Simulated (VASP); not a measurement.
## Driving VASP from ASE on PbO2 (Plattnerite)

Do ASE scripts that read PbO2 (Plattnerite) from different structure formats give one answer, and do several routes find one equilibrium volume? All runs use PBEsol. Left out of this account: 1 further run (fields: a reference on another mesh). The start is a cell from a database of measured crystal structures.

Program: VASP 6.6.1. Level of theory: PBEsol; plane waves and PAW (Pb_d, O). Results are calculated unless marked as measured.

This is a report of a sequence of runs, with most program output left out.

**1. Set-up**

The structure is tetragonal, space group P4_2/mnm (No. 136). The conventional cell has a = 4.958 Å, b = 4.958 Å, c = 3.388 Å, α = 90.00°, β = 90.00°, γ = 90.00°. Nearest to Pb lie 6 O at 2.15 to 2.17 Å. O has 3 Pb at 2.15 to 2.17 Å nearest. Farther neighbours and most contacts between anions are not listed.

As a file:

```xyz
6
Lattice="4.9577 0.0000 0.0000 0.0000 4.9577 0.0000 0.0000 0.0000 3.3879" Properties=species:S:1:pos:R:3 pbc="T T T"
Pb    0.0000    0.0000    0.0000
Pb    2.4788    2.4788    1.6940
O     1.5230    1.5230    0.0000
O     0.9558    4.0019    1.6940
O     3.4347    3.4347    0.0000
O     4.0019    0.9558    1.6940
```

**2. A single point (PBEsol, through ASE)**

A single point through ASE, with the structure read from a POSCAR.

run.py reads:

```python
import numpy as np
from ase.calculators.vasp import Vasp
from ase.io import read
from ase.dft.bandgap import bandgap

atoms = read('structure.vasp')

calc = Vasp(
    xc='pbesol',
    pp='PBE',
    prec='Accurate',
    encut=520,
    ediff=1e-06,
    nelm=100,
    ismear=-1,
    sigma=0.05,
    lreal=False,
    algo='Normal',
    nbands=32,
    lorbit=11,
    lwave=False,
    lcharg=False,
    kpar=4,
    isif=2,
    pp_version='64',
    setups={'Pb': '_d', 'O': ''},
    kpts=(6, 6, 9),
    gamma=True,
    txt='vasp.out',
)
atoms.calc = calc

print("energy (eV):", round(atoms.get_potential_energy(), 6))
print("Fermi level (eV):", round(calc.get_fermi_level(), 4))
print("forces (eV/A):")
print(np.round(atoms.get_forces(), 4))
print("stress (GPa, Voigt, tension positive):", np.round(atoms.get_stress() * 160.21766, 3))
gap, p1, p2 = bandgap(calc, direct=False)
print("gap on the mesh (eV):", round(gap, 4))
```

structure.vasp reads:

```
PbO2
1.0
    4.9577000000      0.0000000000      0.0000000000
    0.0000000000      4.9577000000      0.0000000000
    0.0000000000      0.0000000000      3.3879000000
Pb O
2 4
Direct
    0.0000000000      0.0000000000      0.0000000000
    0.5000000000      0.5000000000      0.5000000000
    0.3072000000      0.3072000000      0.0000000000
    0.1928000000      0.8072000000      0.5000000000
    0.6928000000      0.6928000000      0.0000000000
    0.8072000000      0.1928000000      0.5000000000
```

Potentials, in the order of the species: Pb_d and O (PBE family, release 64).

Launch:

```sh
$ export ASE_VASP_COMMAND="mpirun -np 4 vasp_std"
$ python run.py
```

Elapsed: 18 s, on 4 MPI ranks of Intel Xeon 6975P-C (Granite Rapids), shared host; peak memory 1.1 GiB; 68 s of CPU time.

The gap is read on the k-mesh alone, so it is an upper bound where the band edges lie off the mesh. The gap is under twice the smearing width, so the edge states are partly filled and the run can't tell a small gap from a semimetal. The PAW data sets were made with PBE, which is usual practice but a small mismatch for other functionals. At this level the cell is under a pressure of 3.6 GPa, so at these settings it is away from equilibrium.

Numbers from this step:

```
SCF cycles                     : 14
electrons                      : 52
bands                          : 32
irreducible k-points           : 50
symmetry operations            : 16
free energy (TOTEN)            : -34.04 eV
energy at zero smearing        : -34.03 eV
Fermi energy                   : 4.359 eV
pressure                       : 3.554 GPa
metallic                       : no
valence top at k               : 0, 0, 0.1111
conduction bottom at k         : 0, 0, 0
least direct gap at k          : 0.1667, 0, 0
gap on the k-mesh              : 0.08440 eV
least direct gap on the k-mesh : 0.1524 eV
```

The pressure is 3.55 GPa and the largest force 0.013 eV/Å, so the cell is not at a minimum at these settings.

**3. Total energy, forces and stress (PBEsol, through ASE)**

The single point through ASE, with the structure read from a CIF with its space group. The mesh changes to 6×6×8, so this is no clean test of the format.

run.py: that of step 2 with these lines changed.

```diff
@@ -5,3 +5,3 @@
 
-atoms = read('structure.vasp')
+atoms = read('PbO2.cif')
 
@@ -26,3 +26,3 @@
     setups={'Pb': '_d', 'O': ''},
-    kpts=(6, 6, 9),
+    kpts=(6, 6, 8),
     gamma=True,
```

PbO2.cif reads:

```cif
data_PbO2
_cell_length_a 4.95770000
_cell_length_b 4.95770000
_cell_length_c 3.38790000
_cell_angle_alpha 90.00000000
_cell_angle_beta 90.00000000
_cell_angle_gamma 90.00000000
_space_group_name_H-M_alt 'P4_2/mnm'
_space_group_name_Hall '-P 4n 2n'
_space_group_IT_number 136
loop_
_space_group_symop_operation_xyz
'x,y,z'
'-x,-y,-z'
'-y+1/2,x+1/2,z+1/2'
'y+1/2,-x+1/2,-z+1/2'
'-x,-y,z'
'x,y,-z'
'y+1/2,-x+1/2,z+1/2'
'-y+1/2,x+1/2,-z+1/2'
'x+1/2,-y+1/2,-z+1/2'
'-x+1/2,y+1/2,z+1/2'
'-y,-x,-z'
'y,x,z'
'-x+1/2,y+1/2,-z+1/2'
'x+1/2,-y+1/2,z+1/2'
'y,x,-z'
'-y,-x,z'
loop_
_atom_site_label
_atom_site_type_symbol
_atom_site_symmetry_multiplicity
_atom_site_Wyckoff_symbol
_atom_site_fract_x
_atom_site_fract_y
_atom_site_fract_z
_atom_site_occupancy
Pb1 Pb 2 a 0.0000000000 0.0000000000 0.0000000000 1
O1 O 4 f 0.3072000000 0.3072000000 0.0000000000 1
```

Wall time 18 s (4 MPI ranks); peak memory 1 GiB; 68 s of CPU time.

This step gave:

| Item | Value |
| --- | --- |
| Fermi energy | 4.358 eV |
| pressure | 3.558 GPa |
| valence top at k | 0, 0, 0.125 |
| gap on the k-mesh | 0.1065 eV |

The energy lies -0.10 meV an atom from the first script, on another mesh.

**4. Full relaxation (PBEsol, through ASE)**

The start need not lie at this functional's minimum. ISIF = 3 frees volume, shape and positions, and EDIFFG sets the threshold on forces and stress at which the search stops.

run.py reads:

```python
import numpy as np
from ase.calculators.vasp import Vasp
from ase import Atoms

atoms = Atoms(['Pb', 'Pb', 'O', 'O', 'O', 'O'],
              cell=[[4.9577, 0.0, 0.0], [0.0, 4.9577, 0.0], [0.0, 0.0, 3.3879]],
              scaled_positions=[[0.0, 0.0, 0.0], [0.5, 0.5, 0.5], [0.3072, 0.3072, 0.0], [0.1928, 0.8072, 0.5], [0.6928, 0.6928, 0.0], [0.8072, 0.1928, 0.5]],
              pbc=True)

calc = Vasp(
    xc='pbesol',
    pp='PBE',
    prec='Accurate',
    encut=520,
    ediff=1e-06,
    nelm=100,
    ismear=-1,
    sigma=0.05,
    lreal=False,
    algo='Normal',
    nbands=32,
    lorbit=11,
    lwave=False,
    lcharg=False,
    kpar=4,
    ibrion=2,
    nsw=60,
    isif=3,
    ediffg=-0.01,
    pp_version='64',
    setups={'Pb': '_d', 'O': ''},
    kpts=(6, 6, 9),
    gamma=True,
    txt='vasp.out',
)
atoms.calc = calc

print("energy (eV):", round(atoms.get_potential_energy(), 6))
print("Fermi level (eV):", round(calc.get_fermi_level(), 4))
print("forces (eV/A):")
print(np.round(atoms.get_forces(), 4))
print("stress (GPa, Voigt, tension positive):", np.round(atoms.get_stress() * 160.21766, 3))
print("cell (A, degrees):", np.round(atoms.cell.cellpar(), 4))
print("volume (A^3):", round(atoms.get_volume(), 4))
print("positions:")
print(np.round(atoms.get_scaled_positions(), 5))
```

It took 53 s on 4 MPI ranks; peak memory 1.1 GiB.

The run keeps the 16 symmetry operations of its start, so it cannot find a distortion of lower symmetry.

Step by step:

```csv
step,energy less that of the first step (eV),largest force (eV/Å),pressure (GPa),volume (Å³)
1,0.0000,0.0126,3.55,83.27
2,-0.0053,0.0924,-2.81,87.04
3,-0.0218,0.0462,0.02,85.25
4,-0.0218,0.0452,0.08,85.21
5,-0.0221,0.0152,0.07,85.25
6,-0.0221,0.0056,0.07,85.28
```

| conventional cell, symmetrised | before | after | change |
| --- | --- | --- | --- |
| a (Å) | 4.958 | 4.996 | +0.8 % |
| b (Å) | 4.958 | 4.996 | +0.8 % |
| c (Å) | 3.388 | 3.416 | +0.8 % |
| volume (Å³/atom) | 13.88 | 14.21 | +2.4 % |

The relaxed structure:

```cif
data_structure
_symmetry_space_group_name_H-M 'P 1'
_symmetry_Int_Tables_number 1
_cell_length_a 4.9963
_cell_length_b 4.9963
_cell_length_c 3.4163
_cell_angle_alpha 90.000
_cell_angle_beta 90.000
_cell_angle_gamma 90.000
_cell_volume 85.28
loop_
_atom_site_label
_atom_site_type_symbol
_atom_site_fract_x
_atom_site_fract_y
_atom_site_fract_z
_atom_site_occupancy
Pb1 Pb 0.00000 0.00000 0.00000 1
Pb2 Pb 0.50000 0.50000 0.50000 1
O3 O 0.30762 0.30762 0.00000 1
O4 O 0.19238 0.80762 0.50000 1
O5 O 0.69238 0.69238 0.00000 1
O6 O 0.80762 0.19238 0.50000 1
```

Numbers from this step:

| Quantity | Value |
| --- | --- |
| free energy (TOTEN) | -34.06 eV |
| energy at zero smearing | -34.06 eV |
| Fermi energy | 4.077 eV |
| pressure | 0.06547 GPa |
| valence top at k | 0, 0, 0.1111 |
| conduction bottom at k | 0.1667, 0, 0 |
| least direct gap at k | 0, 0, 0.1111 |
| SCF cycles over all ionic steps | 44 |
| gap on the k-mesh | 0.03190 eV |
| least direct gap on the k-mesh | 0.03580 eV |

It ends with a largest force of 0.006 eV/Å and a pressure of 0.07 GPa.

**5. Energy against volume, from ASE (PBEsol)**

An ASE loop scales the volume and fits the energies, which gives the bulk modulus from energies alone.

run.py reads:

```python
import numpy as np
from ase.calculators.vasp import Vasp
from ase.io import read
from ase.eos import EquationOfState
from ase.units import GPa

atoms = read('structure.vasp')

calc = Vasp(
    xc='pbesol',
    pp='PBE',
    prec='Accurate',
    encut=520,
    ediff=1e-06,
    nelm=100,
    ismear=-1,
    sigma=0.05,
    lreal=False,
    algo='Normal',
    nbands=32,
    lorbit=11,
    lwave=False,
    lcharg=False,
    kpar=4,
    isif=2,
    pp_version='64',
    setups={'Pb': '_d', 'O': ''},
    kpts=(6, 6, 9),
    gamma=True,
    txt='vasp.out',
)
atoms.calc = calc

cell, volumes, energies = atoms.get_cell(), [], []
for x in [0.94, 0.96, 0.98, 1.0, 1.02, 1.04, 1.06]:
    atoms.set_cell(cell * x ** (1 / 3), scale_atoms=True)
    volumes.append(atoms.get_volume())
    energies.append(atoms.get_potential_energy())
    print(f"{x:.2f}  V = {volumes[-1]:.4f} A^3  E = {energies[-1]:.6f} eV")
v0, e0, b0 = EquationOfState(volumes, energies, eos="birchmurnaghan").fit()
print(f"V0 = {v0:.4f} A^3  E0 = {e0:.6f} eV  B0 = {b0 / GPa:.2f} GPa")
```

structure.vasp is that of step 2.

The job ended after 1.7 min (4 MPI ranks; peak memory 1.1 GiB; 6.7 min of CPU time).

This step gave:

```yaml
bulk_modulus: 136.1 GPa
equilibrium_volume_of_the_fit: 14.24 Å³/atom
```

The fitted volume lies +0.17 % from the relaxed one.

**6. Relaxation driven by ASE (PBEsol)**

Here ASE drives the relaxation and calls VASP for forces and stress at each step.

run.py reads:

```python
import numpy as np
from ase.calculators.vasp import Vasp
from ase import Atoms
from ase.optimize import BFGS
from ase.filters import FrechetCellFilter

atoms = Atoms(['Pb', 'Pb', 'O', 'O', 'O', 'O'],
              cell=[[4.9577, 0.0, 0.0], [0.0, 4.9577, 0.0], [0.0, 0.0, 3.3879]],
              scaled_positions=[[0.0, 0.0, 0.0], [0.5, 0.5, 0.5], [0.3072, 0.3072, 0.0], [0.1928, 0.8072, 0.5], [0.6928, 0.6928, 0.0], [0.8072, 0.1928, 0.5]],
              pbc=True)

calc = Vasp(
    xc='pbesol',
    pp='PBE',
    prec='Accurate',
    encut=520,
    ediff=1e-06,
    nelm=100,
    ismear=-1,
    sigma=0.05,
    lreal=False,
    algo='Normal',
    nbands=32,
    lorbit=11,
    lwave=False,
    lcharg=False,
    kpar=4,
    isif=2,
    pp_version='64',
    setups={'Pb': '_d', 'O': ''},
    kpts=(6, 6, 9),
    gamma=True,
    txt='vasp.out',
)
atoms.calc = calc

BFGS(FrechetCellFilter(atoms)).run(fmax=0.02, steps=30)
print("cell (A, degrees):", np.round(atoms.cell.cellpar(), 4))
print("volume (A^3):", round(atoms.get_volume(), 4))
print("energy (eV):", round(atoms.get_potential_energy(), 6))
print("Fermi level (eV):", round(calc.get_fermi_level(), 4))
print("forces (eV/A):")
print(np.round(atoms.get_forces(), 4))
print("stress (GPa, Voigt, tension positive):", np.round(atoms.get_stress() * 160.21766, 3))
```

Run time: 97 s. Hardware: 4 MPI ranks; peak memory 1 GiB.

This step gave:

```yaml
optimizer_steps: 5
volume_after_bfgs: 14.22 Å³/atom
```

**7. Side by side**

| run | atoms | mesh | energy (eV/atom) | pressure (GPa) |
| --- | --- | --- | --- | --- |
| ASE, structure read from a POSCAR | 6 | 6×6×9 | -5.67226 | 3.554 |
| ASE, structure read from a CIF with its space group | 6 | 6×6×8 | -5.67236 | 3.558 |

**8. Total energy, forces and stress (PBEsol, through ASE), changed input**

A single point gives energy, forces and stress at these settings. Some settings are moved from the usual, to see what they do.

run.py: that of step 6 with these lines changed.

```diff
@@ -3,4 +3,3 @@
 from ase import Atoms
-from ase.optimize import BFGS
-from ase.filters import FrechetCellFilter
+from ase.dft.bandgap import bandgap
 
@@ -15,3 +14,3 @@
     prec='Accurate',
-    encut=520,
+    encut=250,
     ediff=1e-06,
@@ -22,3 +21,3 @@
     algo='Normal',
-    nbands=32,
+    nbands=28,
     lorbit=11,
@@ -28,2 +27,3 @@
     isif=2,
+    maxmix=5,
     pp_version='64',
@@ -36,5 +36,2 @@
 
-BFGS(FrechetCellFilter(atoms)).run(fmax=0.02, steps=30)
-print("cell (A, degrees):", np.round(atoms.cell.cellpar(), 4))
-print("volume (A^3):", round(atoms.get_volume(), 4))
 print("energy (eV):", round(atoms.get_potential_energy(), 6))
@@ -44 +41,3 @@
 print("stress (GPa, Voigt, tension positive):", np.round(atoms.get_stress() * 160.21766, 3))
+gap, p1, p2 = bandgap(calc, direct=False)
+print("gap on the mesh (eV):", round(gap, 4))
```

The job ended after 5.6 s (4 MPI ranks; peak memory 0.58 GiB).

The run converged; its settings lie outside those of the reference runs, so its numbers are set aside.

Against the sound run on this cell (a single point (PBEsol, through ASE)) the energy at zero smearing moves by -159.6 meV an atom and the pressure by -79.07 GPa.

Settings moved from the usual: ENCUT = 250, MAXMIX = 5 and NBANDS = 28.

The cutoff falls from 520 to 250 eV, which shrinks the basis; the stress suffers most (Pulay stress), and PAW energies need not rise evenly as the basis shrinks. MAXMIX acts on the way to self-consistency or on speed; a fully converged result doesn't depend on them, though slow mixing can meet EDIFF with the stress still off.

**9. Summary of results**

```
energy, ASE, structure read from a POSCAR                   : -5.67226 eV/atom
energy, ASE, structure read from a CIF with its space group : -5.67236 eV/atom
volume from VASP's own relaxation                           : 14.21 Å³/atom
volume from the fit of the ASE volume loop                  : 14.24 Å³/atom
volume from BFGS in ASE                                     : 14.22 Å³/atom
```

**Reading.** With the structure read from a CIF with its space group, ASE's run differs from the first script by -0.1 meV an atom, which comes from its other mesh. The routes to the equilibrium volume agree within 0.17 %. VASP's relaxation keeps the plane waves of its start, while ASE starts VASP afresh at each cell, and a loop at fixed shape can't relax anything but the volume.

[Lines on the potential files, build, host, timing and source positions are cut from VASP's logs without a mark.]

[Logs are printed without paths, hosts, clocks, repeated set-up lines and the standing remarks that a program may print on its own settings, such as how far it seeks lower states.]

[Hosts, paths, dates, database ids (printed as entryN), source tags and the programs' standing remarks are cut or masked in the printed files.]

[A measured line is paired with the nearest computed mode of its activity, which favours agreement.]
